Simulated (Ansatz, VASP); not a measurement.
## Cross-check of SnSeS between VASP and Ansatz

One calculation is typed for both programs; each brings its own data sets. How far apart do they land? Of the first pair: The cell is taken from a series of runs on this material, whose earlier steps may have relaxed, scaled, displaced or heated it; both programs get it as it stands.

Method: plane waves, with VASP 6.6.1 beside it; single point at PBEsol, in Ansatz 0.2.0.

## (1) Set-up

The cell holds 3 atoms: 1 Sn, 1 S and 1 Se. Its edges and angles: a = 3.800 Å, b = 3.800 Å, c = 20.000 Å, α = 90.0°, β = 90.0°, γ = 120.0°. Vacuum lies along c.

## (2) VASP: single point, PBEsol, pair 1

A single point gives forces, pressure and levels at one fixed geometry, so differences don't come from the geometry; what else differs is listed under the comparison.

Lines of VASP's logs that name or quote its potential files are left out, and so is its time.

INCAR

```
SYSTEM = SnSeS
PREC = Accurate
ENCUT = 400
EDIFF = 1E-06
NELM = 120
ISMEAR = 0
SIGMA = 0.1
LREAL = .FALSE.
ALGO = Normal
GGA = PS
NBANDS = 19
LORBIT = 11
LWAVE = .FALSE.
LCHARG = .FALSE.
ISIF = 2
LDIPOL = .TRUE.
IDIPOL = 3
DIPOL = 0.5 0.5 0.498
LVHAR = .TRUE.
LASPH = .TRUE.
GGA_COMPAT = .FALSE.
EFERMI = MIDGAP
NELMDL = -8
KPAR = 2
```

POSCAR

```
SnSeS
1.0
    3.8000000000      0.0000000000      0.0000000000
   -1.9000000000      3.2909000000      0.0000000000
    0.0000000000      0.0000000000     20.0000000000
Sn S Se
1 1 1
Direct
    0.0000000000      0.0000000000      0.5000000000
    0.3333333333      0.6666666667      0.5750000000
    0.6666666667      0.3333333333      0.4200000000
```

KPOINTS

```
Automatic mesh
0
Gamma
6 6 1
0 0 0
```

Potentials, in the order of the species: Sn_d, S and Se (PBE family, release 64).

Command:

```
> mpirun -np 2 vasp_std
```

Numbers of over 12 decimals in the logs are rounded to 6 here.

Log:

```text
[banner, memory and clock lines left out]
running    2 mpi-ranks, on    1 nodes
 distrk:  each k-point on    1 cores,    2 groups
 distr:  one band on    1 cores,    1 groups

 POSCAR found type information on POSCAR SnS Se
 POSCAR found :  3 types and       3 ions
|                                                                             |
|               ----> ADVICE to this user running VASP <----                  |
|                                                                             |
|     You enforced a specific xc type in the INCAR file but a different       |
|     [... a line on the potential file left out ...]
|     I HOPE YOU KNOW WHAT YOU ARE DOING!                                     |
|                                                                             |

 LDA part: xc-table for (Slater+PW92), standard interpolation
 POSCAR, INCAR and KPOINTS ok, starting setup
 FFT: planning ... GRIDC
 FFT: planning ... GRID_SOFT
 FFT: planning ... GRID
 WAVECAR not read
 entering main loop
       N       E                     dE             d eps       ncg     rms          rms(c)
DAV:   1     0.162612570572E+03    0.16261E+03   -0.10312E+04   314   0.928E+02
DAV:   2     0.403271820032E+01   -0.15858E+03   -0.15566E+03   342   0.224E+02
DAV:   3    -0.134258036955E+02   -0.17459E+02   -0.17401E+02   339   0.897E+01
DAV:   4    -0.138604110686E+02   -0.43461E+00   -0.43415E+00   339   0.164E+01
DAV:   5    -0.138732870435E+02   -0.12876E-01   -0.12875E-01   365   0.278E+00
DAV:   6    -0.138737720179E+02   -0.48497E-03   -0.48497E-03   376   0.467E-01
DAV:   7    -0.138737993963E+02   -0.27378E-04   -0.27378E-04   379   0.876E-02
DAV:   8    -0.138737996002E+02   -0.20394E-06   -0.20395E-06   354   0.887E-03    0.608E+00
DAV:   9    -0.135147936952E+02    0.35901E+00   -0.91727E-01   414   0.960E+00    0.421E+00
DAV:  10    -0.134908769317E+02    0.23917E-01   -0.33304E-01   316   0.381E+00    0.943E-01
DAV:  11    -0.134850245173E+02    0.58524E-02   -0.71703E-02   355   0.191E+00    0.337E-01
DAV:  12    -0.134846000398E+02    0.42448E-03   -0.60860E-03   316   0.549E-01    0.194E-01
DAV:  13    -0.134846399225E+02   -0.39883E-04   -0.13825E-03   342   0.207E-01    0.784E-02
DAV:  14    -0.134846439603E+02   -0.40378E-05   -0.15776E-04   366   0.834E-02    0.412E-02
[...]
DAV:  18    -0.134847386253E+02   -0.31525E-04   -0.34618E-06   252   0.834E-03    0.780E-03
DAV:  19    -0.134847692640E+02   -0.30639E-04   -0.19545E-06   248   0.539E-03    0.241E-03
DAV:  20    -0.134847800315E+02   -0.10767E-04   -0.61546E-07   287   0.257E-03    0.170E-03
DAV:  21    -0.134847871697E+02   -0.71383E-05   -0.42015E-07   268   0.250E-03    0.131E-03
DAV:  22    -0.134847897354E+02   -0.25657E-05   -0.10463E-07   302   0.122E-03    0.765E-04
DAV:  23    -0.134847918539E+02   -0.21186E-05   -0.44127E-08   275   0.125E-03    0.437E-04
DAV:  24    -0.134847930346E+02   -0.11806E-05   -0.13088E-08   248   0.496E-04    0.328E-04
DAV:  25    -0.134847939429E+02   -0.90834E-06   -0.20149E-08   259   0.524E-04
   1 F= -.13484794E+02 E0= -.13484794E+02  d E =-.659490E-12
```

From OUTCAR (step 2):

```text
ion  position               nearest neighbor table
   1  0.000  0.000  0.500-   2 2.66   2 2.66   2 2.66   3 2.72   3 2.72   3 2.72
   2  0.333  0.667  0.575-   1 2.66   1 2.66   1 2.66
   3  0.667  0.333  0.420-   1 2.72   1 2.72   1 2.72

  LATTYP: Found a hexagonal cell.
 ALAT       =     3.8000000000
 C/A-ratio  =     5.2631578947

 Subroutine GETGRP returns: Found  6 space group operations
 (whereof  6 operations were pure point group operations)

The static configuration has the point symmetry C_3v.

 Found      7 irreducible k-points:

   k-points           NKPTS =      7   k-points in BZ     NKDIM =      7   number of bands    NBANDS=     19

   dimension x,y,z NGX =    28 NGY =   28 NGZ =  140
   dimension x,y,z NGXF=    56 NGYF=   56 NGZF=  280

   ENCUT  =  400.0 eV  29.40 Ry    5.42 a.u.   6.20  6.20 32.61*2*pi/ulx,y,z

   NELECT =      26.0000    total number of electrons

 k-points in reciprocal lattice and weights: Automatic mesh
   0.00000000  0.00000000  0.00000000       0.028
   0.16666667 -0.00000000  0.00000000       0.167
   0.33333333  0.00000000  0.00000000       0.167
   0.50000000  0.00000000  0.00000000       0.083
   0.16666667  0.16666667  0.00000000       0.167
   0.33333333  0.16666667  0.00000000       0.333
   0.33333333  0.33333333  0.00000000       0.056

 dipolmoment           0.000000      0.000000      0.029898 electrons x Angstroem

 average (electrostatic) potential at core
       1-109.5942       2 -93.7962       3 -60.3437

 E-fermi :  -2.7955

 k-point     1 :       0.0000    0.0000    0.0000
  band No.  band energies     occupation
    ...
      9      -4.2550      2.00000
     10      -3.9442      2.00000
     11      -3.9442      2.00000
     12      -3.2790      2.00000
     13      -3.2790      2.00000
     14      -1.6018      0.00000
     15      -0.0625      0.00000
     16       1.5282      0.00000
     17       1.5282      0.00000
     18       2.5650      0.00000
    ...

 k-point     2 :       0.1667   -0.0000    0.0000
  band No.  band energies     occupation
    ...
      9      -5.4125      2.00000
     10      -4.4812      2.00000
     11      -4.4478      2.00000
     12      -4.1176      2.00000
     13      -3.2974      2.00000
     14      -0.9955      0.00000
     15       0.7439      0.00000
     16       1.7815      0.00000
     17       2.0606      0.00000
     18       2.9485      0.00000
    ...

 k-point     3 :       0.3333    0.0000    0.0000
  band No.  band energies     occupation
    ...
      9      -6.9535      2.00000
     10      -5.3915      2.00000
     11      -5.2057      2.00000
     12      -3.9282      2.00000
     13      -3.4993      2.00000
     14      -1.8130      0.00000
     15       1.0423      0.00000
     16       2.3884      0.00000
     17       2.6213      0.00000
     18       3.2435      0.00000
    ...

  Total       -1.7069100     -1.7069136     -1.3159408      0.0000000      0.0000000      0.0000000
  in kB      -10.9343492    -10.9343722     -8.4298268      0.0000000      0.0000000      0.0000000
  external PRESSURE =     -10.0995161 kB  Pullay stress =       0.0000000 kB

  energy-cutoff  :      400.00
  volume of cell :      250.11
      direct lattice vectors                 reciprocal lattice vectors
     3.800000000  0.000000000  0.000000000     0.263157895  0.151934121  0.000000000
    -1.900000000  3.290900000  0.000000000     0.000000000  0.303868243  0.000000000
     0.000000000  0.000000000 20.000000000     0.000000000  0.000000000  0.050000000

 POSITION                                       TOTAL-FORCE (eV/Angst)
 -----------------------------------------------------------------------------------
      0.00000      0.00000     10.00000        -0.000000      0.000000      0.414062
     -0.00000      2.19393     11.50000         0.000000      0.000000     -0.629135
      1.90000      1.09697      8.40000         0.000000     -0.000000      0.215073
 -----------------------------------------------------------------------------------
    total drift:                               -0.000000     -0.000007     -0.000267

  FREE ENERGIE OF THE ION-ELECTRON SYSTEM (eV)
  ---------------------------------------------------
  free  energy   TOTEN  =       -13.4847939429 eV

  energy  without entropy=      -13.4847939429  energy(sigma->0) =      -13.48479394

 vacuum level on the upper side and lower side of the slab         3.295         2.862

 total charge
# of ion       s       p       d       tot
------------------------------------------
    1        1.043   0.988  10.100  12.132
    2        1.361   2.272   0.000   3.633
    3        1.484   2.303   0.025   3.812
--------------------------------------------------
tot          3.888   5.564  10.125  19.577

[... 3 further parts left out ...]
```

The run ends at a pressure of -1.01 GPa, with forces up to 0.63 eV/Å.

## (3) Ansatz: single point, PBEsol, pair 1

Ansatz runs on its PAW soft_1 files.

The same cell, functional, mesh and smearing now go to Ansatz, which takes its cutoff from its data sets.

input.yaml

```yaml
crystal:
  lattice:
    - [3.8, 0.0, 0.0]
    - [-1.9, 3.2909, 0.0]
    - [0.0, 0.0, 20.0]
  atoms:
    - { symbol: Sn, position: [0.0, 0.0, 0.5] }
    - { symbol: S, position: [0.333333, 0.666667, 0.575] }
    - { symbol: Se, position: [0.666667, 0.333333, 0.42] }
  periodic: [true, true, false]
kpoints:
  mp_grid: { grid: [6, 6, 1] }
hamiltonian:
  xc: pbesol
  pseudopotentials: { kind: paw, azcp: { folder: soft_1 }, xc_functional: pbe }
scf:
  occupations: { method: gaussian, width: 0.1 }
output:
  forces: true
  stress: true
  eigenvalues: true
```

Command:

```
> ansatz run input.yaml --threads 8 --pin off --max-ram 16384MiB --backend cpu --events-out ev --progress --plain --runs-dir out
```

Log:

```text
Warning: crystal.periodic: the lattice vector that does not repeat stood 0.000° off the slab's normal, 20.000 Å along it as the deck builds it. The run solves the slab on a vector along the normal, 30.000 Å long, with every atom where it was (on the deck's vector they left 16.90 Å outside them, and the widest stretch free of ions among them is 1.60 Å). A fractional position that the run reports is one of the run's ce [...]
Warning: the atoms were moved onto the symmetric positions of the space group found under crystal.symmetry.tolerance 1.0e-5 (fractional; no operation is sought that the atoms, as they stand in a round, miss by more than twice it, and no atom is moved by as much as it), and the run uses the moved positions. Before a round's move an operation carried an atom to 3.80e-6 Å from where it should land, the largest such dist [...]
crystal.periodic: the lattice vector that does not repeat stood 0.000° off the slab's normal, 20.000 Å along it as the deck builds it. The run solves the slab on a vector along the normal, 30.000 Å long, with every atom where it was (on the deck's vector they left 16.90 Å outside them, and the widest stretch free of ions among them is 1.60 Å). A fractional position that the run reports is one of the run's cell, which [...]
Engine: ansatz 0.2.0, aarch64-unknown-linux-gnu
Pseudopotentials: kind: paw
Pseudopotential: Sn, paw, valence charge 14, recommended cutoff 420 eV (normal), soft_1/Sn.paw.azcp
Pseudopotential: S, paw, valence charge 6, recommended cutoff 420 eV (normal), soft_1/S.paw.azcp
Pseudopotential: Se, paw, valence charge 16, recommended cutoff 420 eV (normal), soft_1/Se.paw.azcp
Functional definition: PBEsol
  exchange = pbesol_x
  correlation = pbesol_c
Crystal: 3 atoms, lattice volume = 375.163 Å³
Basis set: ecut = 420 eV, 7313 PW (Γ), exchange–correlation on 54×54×432 points (8 copies of the dense FFT grid, shifted against one another)
Bands: 22, of which v1, the nominal top of the filled ones, is band 18 counted from 1 (17 counted from 0)
Symmetry: 6 space group operations
Space group: P3m1 (ITA 156), of the structure as read, at distance tolerance 7.2e-5 Å
k-points: 7 of 36 (time reversal used)
Non-local potential: Sn, projectors of the file, l = 0: 2, l = 1: 2, l = 2: 2, l = 3: 1
Non-local potential: S, projectors of the file, l = 0: 2, l = 1: 2, l = 2: 1
Non-local potential: Se, projectors of the file, l = 0: 2, l = 1: 2, l = 2: 3, l = 3: 1
PAW form: soft (Blöchl's): semilocal exchange-correlation on the pseudo side does not see the compensation charge
PAW frozen core: Sn, regenerated for the run's functional, and the local potential with it (the file was generated under x = pbe(κ = 0.804, μ = 0.219515), c = pbe(β = 0.066725))
PAW frozen core: S, regenerated for the run's functional, and the local potential with it (the file was generated under x = pbe(κ = 0.804, μ = 0.219515), c = pbe(β = 0.066725))
PAW frozen core: Se, regenerated for the run's functional, and the local potential with it (the file was generated under x = pbe(κ = 0.804, μ = 0.219515), c = pbe(β = 0.066725))
PAW one-centre angular grid: Sn, 590 points (default); XC on 64 Gauss nodes
PAW one-centre angular grid: S, 110 points (default); XC on 64 Gauss nodes
PAW one-centre angular grid: Se, 590 points (default); XC on 64 Gauss nodes
Initial density: superposition of atomic densities (neutral atoms: chi_scale 0, normalization atom)
Initial wavefunctions: pseudopotential atomic-orbital guess
Functional: x = pbesol(κ = 0.804, μ = 0.123457), c = pbesol(β = 0.046)
SCF iter   1: F=—  HF=-12260.359273 eV  |F-HF|=—  |Δ(HF+E_count)|=         —  Δρ=1.48e-2  dr2=1.40e0  ethr=3.10e-3  ⟨swp⟩=14.4  Hψ=1218  notcnv=0
preconditioner: auto → none  [insulator: Δε(μ)=1.195 eV  Ē_g=15.128 eV  σ=0.100 eV  W_gap=1.00  n_scr=16 (ndim 8)  ℏωp=9.8 eV  f_vac=0.767  D(μ)=0.00/eV (n_scr^D=0)  ε∞_Penn≈1.4]
SCF iter   2: F=—  HF=-12260.212698 eV  |F-HF|=—  |Δ(HF+E_count)|=   1.47e-1  Δρ=1.00e-2  dr2=2.12e0  ethr=3.10e-3  ⟨swp⟩=4.9  Hψ=426  notcnv=0
SCF iter   3: F=—  HF=-12260.258949 eV  |F-HF|=—  |Δ(HF+E_count)|=   4.63e-2  Δρ=8.73e-3  dr2=2.87e0  ethr=3.10e-3  ⟨swp⟩=5.0  Hψ=302  notcnv=0
SCF iter   4: F=—  HF=-12259.988956 eV  |F-HF|=—  |Δ(HF+E_count)|=   2.70e-1  Δρ=4.31e-3  dr2=2.99e-1  ethr=3.10e-3  ⟨swp⟩=3.4  Hψ=240  notcnv=0
SCF iter   5: F=—  HF=-12259.962826 eV  |F-HF|=—  |Δ(HF+E_count)|=   2.61e-2  Δρ=1.53e-3  dr2=1.24e-2  ethr=8.31e-4  ⟨swp⟩=3.4  Hψ=236  notcnv=0
SCF iter   6: F=—  HF=-12259.963601 eV  |F-HF|=—  |Δ(HF+E_count)|=   7.75e-4  Δρ=3.31e-4  dr2=5.57e-4  ethr=3.45e-5  ⟨swp⟩=3.7  Hψ=297  notcnv=0
SCF iter   7: F=—  HF=-12259.963495 eV  |F-HF|=—  |Δ(HF+E_count)|=   1.06e-4  Δρ=9.94e-5  dr2=6.21e-5  ethr=1.55e-6  ⟨swp⟩=3.0  Hψ=316  notcnv=0
SCF iter   8: F=—  HF=-12259.963522 eV  |F-HF|=—  |Δ(HF+E_count)|=   2.78e-5  Δρ=4.40e-5  dr2=1.37e-5  ethr=1.72e-7  ⟨swp⟩=3.6  Hψ=286  notcnv=0
SCF iter   9: F=—  HF=-12259.963518 eV  |F-HF|=—  |Δ(HF+E_count)|=   4.09e-6  Δρ=1.51e-5  dr2=1.41e-6  ethr=3.81e-8  ⟨swp⟩=3.0  Hψ=326  notcnv=0
SCF iter  10: F=—  HF=-12259.963518 eV  |F-HF|=—  |Δ(HF+E_count)|=   2.63e-7  Δρ=6.75e-6  dr2=3.20e-7  ethr=3.92e-9  ⟨swp⟩=3.3  Hψ=345  notcnv=0
SCF iter  11: F=-12259.963518 eV  HF=-12259.963518 eV  |F-HF|=9.85e-9  |Δ(HF+E_count)|=   8.42e-8  Δρ=1.77e-6  dr2=1.24e-8  ethr=2.78e-10  ⟨swp⟩=11.7  Hψ=890  notcnv=0
SCF 1 converged in 11 iterations: F = -12259.963518 eV  dr2 = 1.24e-8
  greatest PAW one-centre occupation: 1.000 electrons in one spin orbital (limit 2), on the Se atom at site 2 (counted from 0), in its partial waves of l = 2
SCF converged after 11 iterations
Free energy (F): -12259.963518 eV
Harris-Foulkes:  -12259.963518 eV  (|F-HF|=9.85e-9)
Internal energy: -12259.963518 eV  (E = F + TS)
E sigma→0 (E₀):  -12259.963518 eV
Fermi energy:    -5.882640 eV
--- Per-component energies (eV) ---
  E_band       = -980.970476
  E_kinetic    = 382.220745
  E_local      = -60882.172617  (includes V_loc(G=0)·N_el)
  E_nonlocal   = -171.172555
  E_hartree    = 30233.210995
  E_xc         = -295.120159
  E_vxc        = -250.591020  (∫ρ·V_xc dr)
  E_paw        = -6976.618331  (= ΣΔE_a)
  E_vpaw       = -525.673155  (= ΣTr[D̂ρ^β])
  E_aug_tail   = -0.000091  (compensation charges beyond the density's cutoff)
  E_ewald      = 25448.333254
  E_core_change = 1.355241  (= ΣΔE_core)
  E_smearing   = -0.000000  (= −TS)
  E_closure    = -0.000000  (closes the sum)
  Σ components = -12259.963518   (vs F -12259.963518, Δ=0.00e0)
--- Forces (eV/Å), atoms counted from 1 ---
  atom   1  Sn     0.00000000    -0.00000000     0.40061368
  atom   2  S     -0.00000000     0.00000000    -0.63411510
  atom   3  Se     0.00000000    -0.00000000     0.23349162
  max |Σ_I F_I| component: 9.79e-6 eV/Å
--- 2D stress c σ (N/m, compression-positive) ---
       -2.192099       0.000000       0.000000
        0.000000      -2.192099       0.000000
        0.000000       0.000000       0.000000
  P = ½ c Tr σ = -2.1921 N/m
--- Band table (eV; the first three rows and the last of 7) ---
  k-point 0: bands = [... 14 lower, -7.0294, -7.0294, -6.3669, -6.3669, -4.6951, -3.1487, -1.5605, -1.5605]
  k-point 1: bands = [... 14 lower, -7.5661, -7.5323, -7.2004, -6.3848, -4.0861, -2.3448, -1.3087, -1.0296]
  k-point 2: bands = [... 14 lower, -8.4733, -8.2897, -7.0114, -6.5862, -4.8998, -2.0482, -0.7008, -0.4704]
  k-point 6: bands = [... 14 lower, -9.8619, -9.5020, -7.1786, -7.0815, -4.3656, -0.9672, -0.7880, 0.3510]
```

The column dr2 measures how far the density is from self-consistency, as an energy; F and HF (Harris–Foulkes) agree once it is small.

## (4) Side by side

Known differences besides the potentials themselves: Ansatz cuts the interaction across the vacuum, VASP repeats the sheet with a dipole correction; the data sets hold 36 valence electrons in Ansatz (on its PAW soft_1 files) and 26 in VASP; the cutoff is 420 eV in Ansatz and 400 eV in VASP; Ansatz makes its cores anew for this functional, VASP keeps those of its PBE data sets. Total energies have different zeros and are not compared.

Compared:

```
              quantity  Ansatz   VASP  difference
gap on the k mesh (eV)   0.969  0.967      +0.002
```

Forces (eV/Å; atoms numbered as in POSCAR):

| atom | Ansatz x, y, z | VASP x, y, z |
| --- | --- | --- |
| Sn1 | 0.000, 0.000, 0.401 | 0.000, 0.000, 0.414 |
| S2 | 0.000, 0.000, -0.634 | 0.000, 0.000, -0.629 |
| Se3 | 0.000, 0.000, 0.233 | 0.000, 0.000, 0.215 |

The forces differ by 7.8 meV/Å r.m.s., which is 3.0 % of the r.m.s. force of 0.261 eV/Å (both taken over all components). A gap on the mesh is an upper bound, since the band edges may lie between its points. With vacuum in the cell, a pressure given here is an average over mostly empty space and none of the material.

## (5) Ansatz: relaxation, PBEsol

The two programs are compared at the cell with which this relaxation starts, whose forces are those of its first step.

The structure compared here is the start of the Ansatz relaxation; VASP solves that cell, so the two are compared at the walk's first step.

input.yaml, the sections that differ from step 3:

```yaml
crystal:
  lattice:
    - [3.6127962504, 0.0, 0.0]
    - [-1.8063981252, 3.1287733315, 0.0]
    - [0.0, 0.0, 30.0]
  atoms:
    - { symbol: Sn, position: [0.0, 0.0, 0.3339299598] }
    - { symbol: S, position: [0.3333333333, 0.6666666667, 0.3832193886] }
    - { symbol: Se, position: [0.6666666667, 0.3333333333, 0.2795173185] }
  periodic: [true, true, false]
kpoints:
  mp_grid: { grid: [9, 9, 1] }
scf:
  occupations: { method: gaussian, width: 0.02 }
relax:
  adjacent_minimum: "off"
  f_tol: 0.001
  max_steps: 60
# hamiltonian, output: as in step 3
```

Log:

```text
[...]
--- Relaxed structure (4 steps of the walk, 3 accepted, 0 SCFs on fresh bases) ---
  F+E_penalty+E_count = -12259.95997663 eV   max|allowed force component| = 5.676e-4 eV/Å
  cell:  # Å, volume = 339.1086 Å³
    - [3.612796, 0.0, 0.0]
    - [-1.806398, 3.128773, 0.0]
    - [0.0, 0.0, 30.0]
  atoms:
    - { symbol: Sn, position: [0, 0, 0.333931] }
    - { symbol: S, position: [0.333333, 0.666667, 0.383640] }
    - { symbol: Se, position: [0.666667, 0.333333, 0.279096] }
[key lines of the parts left out:]
SCF converged after 5 iterations
Free energy (F): -12259.959977 eV
Fermi energy:    -5.388743 eV
P = ½ c Tr σ = 3.0060 N/m
```

(Part 1 of 2 ends here.)

[Lines on the potential files, build, host, timing and source positions are cut from VASP's logs without a mark.]

[Logs are printed without paths, hosts, clocks, repeated set-up lines and the standing remarks that a program may print on its own settings, such as how far it seeks lower states.]

[Hosts, paths, dates, database ids (printed as entryN), source tags and the programs' standing remarks are cut or masked in the printed files.]
